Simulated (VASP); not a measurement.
Ho (hcp): the lattice constant c from VASP (plane waves, PAW) at several levels of theory. Static lattice. The 4f electrons are frozen in the core of the lanthanide potential, so 4f levels, which can set the real gap, and their magnetism are missing. The measured value holds thermal and zero-point effects that the static calculation lacks.

```
level       lattice constant c (Å)  error against measurement
----------  ----------------------  -------------------------
PBE                          5.608                     -0.2 %
PBEsol                       5.514                     -1.8 %
RPBE                         5.682                     +1.1 %
AM05                         5.533                     -1.5 %
PBE-D3(BJ)                   5.540                     -1.4 %
PBE-D4                       5.570                     -0.8 %
r2SCAN                       5.583                     -0.6 %
```

Measured: 5.618 Å at 293 K (as given by Wikipedia, Holmium (infobox)).

The cell of the PBE run:

```cif
data_Ho2
_chemical_formula_sum 'Ho2'
_space_group_name_H-M_alt 'P63/mmc'
_space_group_IT_number 194
_space_group_name_Hall '-P 6c 2c'
_cell_length_a 3.59917
_cell_length_b 3.59917
_cell_length_c 5.60788
_cell_angle_alpha 90.000
_cell_angle_beta 90.000
_cell_angle_gamma 120.000
loop_
_atom_site_label
_atom_site_type_symbol
_atom_site_symmetry_multiplicity
_atom_site_Wyckoff_symbol
_atom_site_fract_x
_atom_site_fract_y
_atom_site_fract_z
_atom_site_occupancy
Ho1 Ho 2 c 0.33333 0.66667 0.25000 1
```

Only levels that ran to the end are used. Left out are those held back, those with too coarse a band path, GW runs whose mesh misses a band edge, hybrids' fits of cells that aren't cubic and levels without matching references; a question may draw on a part of the rest.

The compound is Ho in the hcp structure.
